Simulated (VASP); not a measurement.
Data:

```yaml
crystal:
  lattice:
    - [0.00000, 3.08114, 3.08114]
    - [3.08114, 0.00000, 3.08114]
    - [3.08114, 3.08114, 0.00000]
  atoms:
    - { symbol: Cu, position: [0.00000, 0.00000, 0.00000] }
    - { symbol: I, position: [0.25000, 0.25000, 0.25000] }
```

These are revPBE GGA, VASP's PBE PAW potentials (set 64) (plane waves; VASP) values and carry that method's errors. Settings: 520 eV cut-off, Gaussian smearing of 0.050 eV, potentials Cu I.

Unless said otherwise, spin-orbit coupling is left out, though it shifts the bands of the heavy elements here.

**Question.** Give the energies of bands 2 to 12 at the high-symmetry points, in eV from the valence-band maximum.

**Answer.** 
```csv
band,Γ,X,U,L,W
2,-3.44,-5.28,-5.00,-5.29,-4.86
3,-3.44,-3.58,-4.16,-3.43,-4.27
4,-3.44,-3.58,-3.51,-3.43,-3.65
5,-1.64,-1.65,-1.75,-1.61,-1.70
6,-1.64,-1.59,-1.61,-1.61,-1.66
7,0.00,-1.56,-1.51,-1.57,-1.56
8,0.00,-1.32,-1.33,-0.63,-1.42
9,0.00,-1.32,-1.10,-0.63,-1.10
10,1.12,2.91,3.19,2.18,4.33
11,4.94,2.97,4.60,5.46,4.74
12,4.94,8.99,7.50,5.46,6.01
```

The gap is direct, 1.12 eV, from the valence maximum at Γ to the conduction minimum at Γ.

Measured: gap 3.12 eV (computed value off by -2.00 eV), as given by Abedi et al., (2022), arXiv:2211.14644.

The compound is CuI in the zinc blende structure. It was relaxed first, which changed the volume by +6 %.
